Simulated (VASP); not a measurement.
Output of a VASP run:

### OUTCAR
```
 ion  position               nearest neighbor table
   1  0.500  0.000  0.000-  32 2.60  46 2.60  54 2.60  62 2.60
   2  0.750  0.250  0.000-  32 2.60  33 2.60  44 2.60  55 2.60
   3  0.750  0.000  0.250-  32 2.60  34 2.60  38 2.60  49 2.60
   4  0.000  0.000  0.000-  35 2.60  38 2.60  44 2.60  63 2.60
   5  0.250  0.250  0.000-  35 2.60  36 2.60  54 2.60  60 2.60
   6  0.500  0.500  0.000-  36 2.60  37 2.60  55 2.60  61 2.60
   7  0.750  0.750  0.000-  37 2.60  38 2.60  56 2.60  62 2.60
   8  0.250  0.000  0.250-  35 2.60  39 2.60  46 2.60  57 2.60
   9  0.500  0.250  0.250-  32 2.60  36 2.60  39 2.60  40 2.65
  10  0.750  0.500  0.250-  40 2.59  37 2.60  33 2.60  41 2.60
  11  0.500  0.000  0.500-  39 2.60  42 2.60  49 2.60  59 2.60
  12  0.750  0.250  0.500-  34 2.60  42 2.60  43 2.60  40 2.60
  13  0.750  0.000  0.750-  42 2.60  44 2.60  53 2.60  62 2.60
  14  0.000  0.500  0.000-  33 2.60  45 2.60  56 2.60  60 2.60
  15  0.250  0.750  0.000-  45 2.60  46 2.60  61 2.60  63 2.60
  16  0.000  0.250  0.250-  33 2.60  34 2.60  35 2.60  47 2.60
  17  0.250  0.500  0.250-  36 2.60  45 2.60  47 2.60  48 2.62
  18  0.500  0.750  0.250-  48 2.58  46 2.60  37 2.60  49 2.60
  19  0.000  0.000  0.500-  34 2.60  50 2.60  53 2.60  57 2.60
  20  0.250  0.250  0.500-  39 2.60  47 2.60  50 2.60  51 2.64
  21  0.750  0.750  0.500-  41 2.60  49 2.60  53 2.60  52 2.65
  22  0.250  0.000  0.750-  50 2.60  54 2.60  59 2.60  63 2.60
  23  0.500  0.250  0.750-  42 2.60  54 2.60  55 2.60  51 2.61
  24  0.750  0.500  0.750-  52 2.58  43 2.60  55 2.60  56 2.60
  25  0.000  0.750  0.250-  38 2.60  41 2.60  45 2.60  57 2.60
  26  0.000  0.500  0.500-  41 2.60  43 2.60  47 2.60  58 2.60
  27  0.250  0.750  0.500-  48 2.59  57 2.60  58 2.60  59 2.60
  28  0.000  0.250  0.750-  43 2.60  44 2.60  50 2.60  60 2.60
  29  0.250  0.500  0.750-  51 2.57  58 2.60  60 2.60  61 2.60
  30  0.500  0.750  0.750-  59 2.60  61 2.60  62 2.60  52 2.60
  31  0.000  0.750  0.750-  53 2.60  56 2.60  58 2.60  63 2.60
  32  0.625  0.125  0.125-   1 2.60   2 2.60   3 2.60   9 2.60
  33  0.875  0.375  0.125-   2 2.60  10 2.60  14 2.60  16 2.60
  34  0.875  0.125  0.375-   3 2.60  12 2.60  16 2.60  19 2.60
  35  0.125  0.125  0.125-   4 2.60   5 2.60   8 2.60  16 2.60
  36  0.375  0.375  0.125-   5 2.60   6 2.60   9 2.60  17 2.60
  37  0.625  0.625  0.125-   6 2.60   7 2.60  10 2.60  18 2.60
  38  0.875  0.875  0.125-   3 2.60   4 2.60   7 2.60  25 2.60
  39  0.375  0.125  0.375-   8 2.60   9 2.60  11 2.60  20 2.60
  40  0.625  0.379  0.378-  64 2.56  10 2.59  12 2.60   9 2.65
  41  0.875  0.625  0.375-  10 2.60  21 2.60  25 2.60  26 2.60
  42  0.625  0.125  0.625-  11 2.60  12 2.60  13 2.60  23 2.60
  43  0.875  0.375  0.625-  12 2.60  24 2.60  26 2.60  28 2.60
  44  0.875  0.125  0.875-   2 2.60   4 2.60  13 2.60  28 2.60
  45  0.125  0.625  0.125-  14 2.60  15 2.60  17 2.60  25 2.60
  46  0.375  0.875  0.125-   1 2.60   8 2.60  15 2.60  18 2.60
  47  0.125  0.375  0.375-  16 2.60  17 2.60  20 2.60  26 2.60
  48  0.376  0.627  0.375-  18 2.58  27 2.59  17 2.62  64 2.64
  49  0.625  0.875  0.375-   3 2.60  11 2.60  18 2.60  21 2.60
  50  0.125  0.125  0.625-  19 2.60  20 2.60  22 2.60  28 2.60
  51  0.376  0.379  0.626-  64 2.53  29 2.57  23 2.61  20 2.64
  52  0.623  0.622  0.626-  64 2.57  24 2.58  30 2.60  21 2.65
  53  0.875  0.875  0.625-  13 2.60  19 2.60  21 2.60  31 2.60
  54  0.375  0.125  0.875-   1 2.60   5 2.60  22 2.60  23 2.60
  55  0.625  0.375  0.875-   2 2.60   6 2.60  23 2.60  24 2.60
  56  0.875  0.625  0.875-   7 2.60  14 2.60  24 2.60  31 2.60
  57  0.125  0.875  0.375-   8 2.60  19 2.60  25 2.60  27 2.60
  58  0.125  0.625  0.625-  26 2.60  27 2.60  29 2.60  31 2.60
  59  0.375  0.875  0.625-  11 2.60  22 2.60  27 2.60  30 2.60
  60  0.125  0.375  0.875-   5 2.60  14 2.60  28 2.60  29 2.60
  61  0.375  0.625  0.875-   6 2.60  15 2.60  29 2.60  30 2.60
  62  0.625  0.875  0.875-   1 2.60   7 2.60  13 2.60  30 2.60
  63  0.125  0.875  0.875-   4 2.60  15 2.60  22 2.60  31 2.60
  64  0.500  0.498  0.503-  51 2.53  40 2.56  52 2.57  48 2.64
 Subroutine IBZKPT returns following result:
 Found      1 irreducible k-points:

 Following reciprocal coordinates:
            Coordinates               Weight
  0.000000  0.000000  0.000000      1.000000
   k-points           NKPTS =      1   k-points in BZ     NKDIM =      1   number of bands    NBANDS=    164
   number of dos      NEDOS =    301   number of ions     NIONS =     64
   total plane-waves  NPLWV = 216000
   dimension x,y,z NGX =    60 NGY =   60 NGZ =   60
   dimension x,y,z NGXF=   120 NGYF=  120 NGZF=  120
   ions per type =              31  32   1
   PREC   = normal    normal or accurate (medium, high low for compatibility)
   ISTART =      0    job   : 0-new  1-cont  2-samecut
   ICHARG =      2    charge: 1-file 2-atom 10-const
...
```

File OSZICAR:
```
...
       N       E                     dE             d eps       ncg     rms          rms(c)
DAV:   1    -0.274554862392E+03   -0.11756E-02   -0.23410E+00   736   0.262E+00    0.122E+00
RMM:   2    -0.274616143479E+03   -0.61281E-01   -0.24630E-01   657   0.139E+00    0.309E+00
RMM:   3    -0.274570873955E+03    0.45270E-01   -0.88928E-02   727   0.946E-01    0.648E-01
RMM:   4    -0.274571156838E+03   -0.28288E-03   -0.15993E-02   748   0.284E-01    0.218E-01
RMM:   5    -0.274571030441E+03    0.12640E-03   -0.21367E-03   741   0.108E-01    0.182E-01
RMM:   6    -0.274570839873E+03    0.19057E-03   -0.10934E-03   680   0.697E-02    0.101E-01
RMM:   7    -0.274570851475E+03   -0.11602E-04   -0.53092E-04   715   0.388E-02    0.421E-02
RMM:   8    -0.274570862194E+03   -0.10719E-04   -0.10199E-04   605   0.207E-02    0.237E-02
RMM:   9    -0.274570860147E+03    0.20473E-05   -0.18657E-05   426   0.112E-02
   5 F= -.27457086E+03 E0= -.27455171E+03  d E =-.100084E+00  mag=     2.9999
       N       E                     dE             d eps       ncg     rms          rms(c)
DAV:   1    -0.274583316199E+03   -0.12454E-01   -0.10914E+00   720   0.186E+00    0.698E-01
RMM:   2    -0.274590893237E+03   -0.75770E-02   -0.73145E-02   656   0.620E-01    0.505E-01
RMM:   3    -0.274597020712E+03   -0.61275E-02   -0.26503E-02   726   0.471E-01    0.102E+00
RMM:   4    -0.274591763156E+03    0.52576E-02   -0.79674E-03   722   0.279E-01    0.147E-01
RMM:   5    -0.274591806343E+03   -0.43187E-04   -0.18296E-03   740   0.864E-02    0.123E-01
RMM:   6    -0.274591659738E+03    0.14661E-03   -0.71698E-04   664   0.481E-02    0.531E-02
RMM:   7    -0.274591689096E+03   -0.29358E-04   -0.37299E-04   733   0.323E-02    0.368E-02
RMM:   8    -0.274591676826E+03    0.12270E-04   -0.46403E-05   460   0.189E-02    0.176E-02
RMM:   9    -0.274591672538E+03    0.42881E-05   -0.54293E-05   532   0.119E-02
   6 F= -.27459167E+03 E0= -.27457240E+03  d E =-.208124E-01  mag=     2.9999
       N       E                     dE             d eps       ncg     rms          rms(c)
DAV:   1    -0.274592315140E+03   -0.63831E-03   -0.19667E-01   768   0.791E-01    0.297E-01
RMM:   2    -0.274593651524E+03   -0.13364E-02   -0.13171E-02   656   0.261E-01    0.190E-01
RMM:   3    -0.274594794493E+03   -0.11430E-02   -0.46979E-03   730   0.196E-01    0.435E-01
RMM:   4    -0.274593855892E+03    0.93860E-03   -0.14435E-03   723   0.118E-01    0.639E-02
RMM:   5    -0.274593864764E+03   -0.88721E-05   -0.34071E-04   671   0.363E-02    0.525E-02
RMM:   6    -0.274593838470E+03    0.26294E-04   -0.13123E-04   663   0.211E-02    0.235E-02
RMM:   7    -0.274593843262E+03   -0.47920E-05   -0.70914E-05   577   0.143E-02
   7 F= -.27459384E+03 E0= -.27457460E+03  d E =-.229831E-01  mag=     2.9999
       N       E                     dE             d eps       ncg     rms          rms(c)
DAV:   1    -0.274596373860E+03   -0.25354E-02   -0.36149E-01   736   0.105E+00    0.416E-01
RMM:   2    -0.274600781875E+03   -0.44080E-02   -0.30479E-02   656   0.441E-01    0.716E-01
RMM:   3    -0.274599558961E+03    0.12229E-02   -0.10353E-02   714   0.312E-01    0.360E-01
RMM:   4    -0.274599057780E+03    0.50118E-03   -0.20212E-03   755   0.124E-01    0.835E-02
RMM:   5    -0.274599027154E+03    0.30626E-04   -0.42746E-04   700   0.404E-02    0.669E-02
RMM:   6    -0.274598994286E+03    0.32867E-04   -0.23863E-04   675   0.281E-02    0.250E-02
RMM:   7    -0.274599004144E+03   -0.98575E-05   -0.91006E-05   603   0.170E-02
   8 F= -.27459900E+03 E0= -.27457973E+03  d E =-.516088E-02  mag=     2.9999
```

File OUTCAR:
```
------------------------ aborting loop because EDIFF is reached ----------------------------------------
  FORCE on cell =-STRESS in cart. coord.  units (eV):
  Direction    XX          YY          ZZ          XY          YZ          ZX
  --------------------------------------------------------------------------------------
  Total      -24.0638896    -24.1136553    -24.0673520     -0.0422025     -0.0712311     -0.0407607
  in kB      -22.3143684    -22.3605160    -22.3175791     -0.0391343     -0.0660524     -0.0377973
  external PRESSURE =     -22.3308212 kB  Pullay stress =       0.0000000 kB
  volume of cell :     1727.79
      direct lattice vectors                 reciprocal lattice vectors
    11.999521734  0.000000000  0.000000000     0.083336655  0.000000000  0.000000000
     0.000000000 11.999521734  0.000000000     0.000000000  0.083336655  0.000000000
     0.000000000  0.000000000 11.999521734     0.000000000  0.000000000  0.083336655
  FREE ENERGIE OF THE ION-ELECTRON SYSTEM (eV)
  ---------------------------------------------------
  free  energy   TOTEN  =      -274.5990041438 eV

  energy  without entropy=     -274.5604484506  energy(sigma->0) =     -274.57972630

 total charge

# of ion       s       p       d       tot
------------------------------------------
    1        1.160   1.309   0.200   2.669
    2        1.159   1.344   0.209   2.712
    3        1.159   1.344   0.209   2.713
    4        1.160   1.362   0.215   2.737
    5        1.159   1.345   0.209   2.714
    6        1.158   1.360   0.213   2.731
    7        1.159   1.344   0.209   2.712
    8        1.159   1.344   0.209   2.712
    9        1.162   1.311   0.200   2.674
   10        1.162   1.312   0.200   2.675
   11        1.158   1.361   0.214   2.732
   12        1.162   1.311   0.200   2.673
   13        1.160   1.346   0.210   2.716
   14        1.159   1.308   0.200   2.668
   15        1.159   1.344   0.209   2.712
   16        1.159   1.344   0.209   2.713
   17        1.162   1.313   0.201   2.676
   18        1.162   1.312   0.200   2.675
   19        1.160   1.309   0.200   2.669
   20        1.162   1.311   0.200   2.673
   21        1.162   1.310   0.200   2.672
   22        1.159   1.344   0.209   2.713
   23        1.162   1.311   0.200   2.673
   24        1.162   1.311   0.200   2.674
   25        1.159   1.344   0.209   2.713
   26        1.158   1.359   0.213   2.730
   27        1.162   1.311   0.200   2.673
   28        1.159   1.343   0.209   2.712
   29        1.162   1.311   0.200   2.673
   30        1.162   1.311   0.200   2.673
   31        1.159   1.345   0.209   2.714
   32        1.031   1.454   0.000   2.485
   33        1.031   1.454   0.000   2.485
   34        1.031   1.454   0.000   2.485
   35        1.027   1.467   0.000   2.495
   36        1.028   1.466   0.000   2.493
   37        1.028   1.465   0.000   2.493
   38        1.027   1.467   0.000   2.494
   39        1.028   1.465   0.000   2.493
   40        1.041   1.427   0.000   2.467
   41        1.028   1.465   0.000   2.493
   42        1.028   1.465   0.000   2.493
   43        1.028   1.464   0.000   2.492
   44        1.027   1.467   0.000   2.495
   45        1.031   1.454   0.000   2.485
   46        1.031   1.454   0.000   2.485
   47        1.028   1.466   0.000   2.493
   48        1.040   1.427   0.000   2.468
...
```
(Selected blocks of OUTCAR.)

**POSCAR**
```
FeIn31P32
1
   11.9995217336     0.0000000000     0.0000000000
    0.0000000000    11.9995217336    -0.0000000000
   -0.0000000000    -0.0000000000    11.9995217336
In P Fe
31 32 1
Direct
  0.5000000000   0.0000000000   0.0000000000
  0.7500000000   0.2500000000   0.0000000000
  0.7500000000   0.0000000000   0.2500000000
  0.0000000000   0.0000000000   0.0000000000
  0.2500000000   0.2500000000   0.0000000000
  0.5000000000   0.5000000000   0.0000000000
  0.7500000000   0.7500000000   0.0000000000
  0.2500000000   0.0000000000   0.2500000000
  0.5000000000   0.2500000000   0.2500000000
  0.7500000000   0.5000000000   0.2500000000
  0.5000000000   0.0000000000   0.5000000000
  0.7500000000   0.2500000000   0.5000000000
  0.7500000000   0.0000000000   0.7500000000
  0.0000000000   0.5000000000   0.0000000000
  0.2500000000   0.7500000000   0.0000000000
  0.0000000000   0.2500000000   0.2500000000
  0.2500000000   0.5000000000   0.2500000000
  0.5000000000   0.7500000000   0.2500000000
  0.0000000000   0.0000000000   0.5000000000
  0.2500000000   0.2500000000   0.5000000000
  0.7500000000   0.7500000000   0.5000000000
  0.2500000000   0.0000000000   0.7500000000
  0.5000000000   0.2500000000   0.7500000000
  0.7500000000   0.5000000000   0.7500000000
  0.0000000000   0.7500000000   0.2500000000
  0.0000000000   0.5000000000   0.5000000000
  0.2500000000   0.7500000000   0.5000000000
  0.0000000000   0.2500000000   0.7500000000
  0.2500000000   0.5000000000   0.7500000000
  0.5000000000   0.7500000000   0.7500000000
  0.0000000000   0.7500000000   0.7500000000
  0.6250000000   0.1250000000   0.1250000000
  0.8750000000   0.3750000000   0.1250000000
  0.8750000000   0.1250000000   0.3750000000
  0.1250000000   0.1250000000   0.1250000000
  0.3750000000   0.3750000000   0.1250000000
  0.6250000000   0.6250000000   0.1250000000
  0.8750000000   0.8750000000   0.1250000000
  0.3750000000   0.1250000000   0.3750000000
  0.6253970000   0.3789800000   0.3783840000
  0.8750000000   0.6250000000   0.3750000000
  0.6250000000   0.1250000000   0.6250000000
  0.8750000000   0.3750000000   0.6250000000
  0.8750000000   0.1250000000   0.8750000000
  0.1250000000   0.6250000000   0.1250000000
  0.3750000000   0.8750000000   0.1250000000
  0.1250000000   0.3750000000   0.3750000000
  0.3759010000   0.6266260000   0.3753440000
  0.6250000000   0.8750000000   0.3750000000
  0.1250000000   0.1250000000   0.6250000000
  0.3760340000   0.3789900000   0.6264110000
  0.6229730000   0.6215120000   0.6264810000
  0.8750000000   0.8750000000   0.6250000000
  0.3750000000   0.1250000000   0.8750000000
  0.6250000000   0.3750000000   0.8750000000
  0.8750000000   0.6250000000   0.8750000000
  0.1250000000   0.8750000000   0.3750000000
  0.1250000000   0.6250000000   0.6250000000
  0.3750000000   0.8750000000   0.6250000000
  0.1250000000   0.3750000000   0.8750000000
  0.3750000000   0.6250000000   0.8750000000
  0.6250000000   0.8750000000   0.8750000000
  0.1250000000   0.8750000000   0.8750000000
  0.4995470000   0.4976530000   0.5032850000
```

Task: Reconstruct the remaining input files.

Result: Several could match; the one computed here: the input of the run itself, PBE GGA, plane waves, VASP's PBE PAW potentials (set 64).

**INCAR**
```
SYSTEM = FeIn31P32
PREC = Normal; ENCUT = 400; LREAL = Auto
LASPH = .TRUE.; ISYM = 0; NELECT = 259.0
EDIFF = 1E-5; NELM = 100; NELMIN = 4
ALGO = Fast; LMAXMIX = 4
ISMEAR = 0; SIGMA = 0.05
GGA = PE
MAGMOM = 0.0 0.0 0.0 0.0 0.0 0.0 0.0 0.0 0.0 0.0 0.0 0.0 0.0 0.0 0.0 0.0 0.0 0.0 0.0 0.0 0.0 0.0 0.0 0.0 0.0 0.0 0.0 0.0 0.0 0.0 0.0 0.0 0.0 0.0 0.0 0.0 0.0 0.0 0.0 0.0 0.0 0.0 0.0 0.0 0.0 0.0 0.0 0.0 0.0 0.0 0.0 0.0 0.0 0.0 0.0 0.0 0.0 0.0 0.0 0.0 0.0 0.0 0.0 3.0
ISPIN = 2
IBRION = 2; NSW = 60; ISIF = 2
EDIFFG = -0.03
LWAVE = .FALSE.; LCHARG = .FALSE.; LORBIT = 10
```

File KPOINTS:
```
Automatic mesh
0
Gamma
1 1 1
0 0 0
```

POTCAR, in this order: In P Fe (PBE.64 set). Program: vasp_gam.

The cell is charged, with a uniform compensating background. The supercell is sampled at Γ alone, which is coarse: total energies, pressure and levels can be off, energies of defects by several tenths of an eV.

The cell is a supercell with a defect, built from InP (zinc blende): Fe_In, charge +2.
